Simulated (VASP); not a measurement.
These are revTPSS meta-GGA, VASP's PBE PAW potentials (set 64) (plane waves; VASP 6.6.1) values and carry that method's errors.

The input files of a VASP run:

### POSCAR
```
InP
1
    0.0000000000     2.9584802915     2.9584802915
    2.9584802915     0.0000000000     2.9584802915
    2.9584802915     2.9584802915     0.0000000000
In P
1 1
Direct
  0.0000000000   0.0000000000   0.0000000000
  0.2500000000   0.2500000000   0.2500000000
```

**KPOINTS_OPT**
```
k-points along high-symmetry lines
10
Line-mode
Reciprocal
  0.000000   0.000000   0.000000 ! GAMMA
 -0.500000  -0.500000   0.000000 ! X

 -0.500000  -0.500000   0.000000 ! X
 -0.375000  -0.375000   0.250000 ! U

 -0.375000  -0.000000   0.375000 ! K
  0.000000   0.000000   0.000000 ! GAMMA

  0.000000   0.000000   0.000000 ! GAMMA
 -0.000000  -0.000000   0.500000 ! L

 -0.000000  -0.000000   0.500000 ! L
 -0.500000  -0.250000   0.250000 ! W

 -0.500000  -0.250000   0.250000 ! W
 -0.500000  -0.500000   0.000000 ! X
```

File KPOINTS:
```
Automatic mesh
0
Gamma
9 9 9
0 0 0
```

INCAR:
```
EDIFF = 1E-7
METAGGA = RTPSS
ALGO = Normal   # blocked Davidson
LORBIT = 11   # lm-projected
ENCUT = 520   # plane-wave cut-off (eV)
LMAXMIX = 4
NEDOS = 601
LASPH = .TRUE.
LCHARG = .FALSE.
LREAL = .FALSE.   # projection in real space or not
ISMEAR = -5
SYSTEM = InP
NELM = 100
LMIXTAU = .TRUE.
ISIF = 2   # forces and stress, cell fixed
PREC = Accurate
LWAVE = .FALSE.
```

POTCAR, in this order: In_d P (PBE.64 set). Program: vasp_std.

Unless said otherwise, spin-orbit coupling is left out, though it shifts the bands of the heavy elements here.

Estimate the energy per atom (σ→0), band gap (over mesh and band path).

```json
{
  "energy per atom (σ→0)": "3861 meV/atom",
  "band gap (over mesh and band path)": "0.67 eV"
}
```

**OSZICAR**
```
...
DAV:  16     0.772135184314E+01   -0.11000E-03   -0.72384E-05  1030   0.107E-01    0.175E-02
DAV:  17     0.772132464448E+01   -0.27199E-04   -0.17317E-05  1025   0.776E-02    0.106E-02
DAV:  18     0.772132547859E+01    0.83411E-06   -0.16274E-06  1015   0.173E-02    0.700E-03
DAV:  19     0.772132161778E+01   -0.38608E-05   -0.23175E-06   945   0.230E-02    0.336E-03
DAV:  20     0.772132163293E+01    0.15145E-07   -0.36789E-07   950   0.857E-03
   1 F= 0.77213216E+01 E0= 0.77213216E+01  d E =0.000000E+00
       N       E                     dE             ncg
       N       E                     dE             ncg
```

The compound is InP in the zinc blende structure. It was relaxed first.
